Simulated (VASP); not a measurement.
The cell holds one Zr (hcp) (0 0 0 1) slab, with vacuum along c, ions free to move until forces fall under 0.03 eV/Å, no reconstruction beyond this cell, dipole correction on.

Input:

```xyz
4
Lattice="3.2457 0.0000 0.0000 -1.6229 2.8109 0.0000 0.0000 0.0000 25.3393" Properties=species:S:1:pos:R:3 pbc="T T T"
Zr     1.6229     0.9370    11.3214
Zr     0.0000     1.8739     8.9181
Zr     1.6229     0.9370    16.4212
Zr     0.0000     1.8739    14.0179
```

Calculation: r2SCAN meta-GGA, VASP's PBE PAW potentials (set 64) (plane waves; VASP 6.6.1). Run with 400 eV cut-off, 10×10×1 Γ-centred mesh, first-order Methfessel-Paxton smearing of 0.10 eV, potentials Zr_sv.

Slab and bulk use different k-meshes, so the surface energy is good to a few per cent at best.

Predict its surface energy, work function, band gap (on the k-mesh).

```json
{
 "surface_energy": "1.77 J/m²",
 "work_function": "4.24 eV",
 "band gap (on the k-mesh)": "none (metal, semimetal or under 0.01 eV)"
}
```

The cell is a thin slab with vacuum, built from Zr (hcp): (001) face.
